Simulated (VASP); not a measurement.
Computed with PBEsol GGA, VASP's PBE PAW potentials (set 64) (plane waves; VASP).

VASP input:

File KPOINTS:
```
Automatic mesh
0
Gamma
6 6 2
0 0 0
```

### INCAR
```
SYSTEM = HgBr2
PREC = Accurate
ENCUT = 400
EDIFF = 1E-6
NELM = 100
ALGO = Normal
LREAL = .FALSE.
LASPH = .TRUE.
ISMEAR = 0
SIGMA = 0.05
GGA = PS
LMAXMIX = 6
LWAVE = .FALSE.
LCHARG = .FALSE.
IBRION = 2
ISIF = 3
NSW = 60
EDIFFG = -0.02
```

**POSCAR**
```
HgBr2
1.0
  2.2101062397  -3.4382923332   0.0000000000
  2.2101062397   3.4382923332   0.0000000000
  0.0000000000   0.0000000000  12.6797647615
Hg Br
2 4
Cart
  2.2101062397  -0.9791880436  10.5593368578
  2.2101062397   0.9791880436   4.2194544770
  2.2101062397  -0.9210407873   5.8473022369
  2.2101062397   0.9210407873  12.1871846176
  2.2101062397  -2.9034533526   8.9528904309
  2.2101062397   2.9034533526   2.6130080501
```

POTCAR, in this order: Hg Br (PBE.64 set). Program: vasp_std.

Unless said otherwise, spin-orbit coupling is left out, though it shifts the bands of the heavy elements here.

**Question.** Estimate the energy per atom (σ→0), band gap (on the k-mesh).

**Answer.** 
```json
{
 "energy per atom (σ→0)": "-1.859 eV/atom",
 "band gap (on the k-mesh)": "2.11 eV"
}
```

### OSZICAR
```
...
DAV:   7    -0.111686238234E+02    0.45881E-01   -0.11712E+00  1853   0.620E+00    0.392E+00
DAV:   8    -0.111544331876E+02    0.14191E-01   -0.26698E-01  1777   0.493E+00    0.882E-01
DAV:   9    -0.111515418062E+02    0.28914E-02   -0.24923E-02  1884   0.173E+00    0.273E-01
DAV:  10    -0.111515774650E+02   -0.35659E-04   -0.21900E-03  1885   0.312E-01    0.122E-01
DAV:  11    -0.111516156038E+02   -0.38139E-04   -0.26242E-04  2077   0.119E-01    0.514E-02
DAV:  12    -0.111516311818E+02   -0.15578E-04   -0.59222E-05  1906   0.462E-02    0.165E-02
DAV:  13    -0.111516309716E+02    0.21019E-06   -0.92736E-06  1913   0.243E-02
   1 F= -.11151631E+02 E0= -.11151631E+02  d E =-.111516E+02
```

The compound is HgBr2 in the sg36 structure. It was relaxed first. The start is the result of an earlier pass.
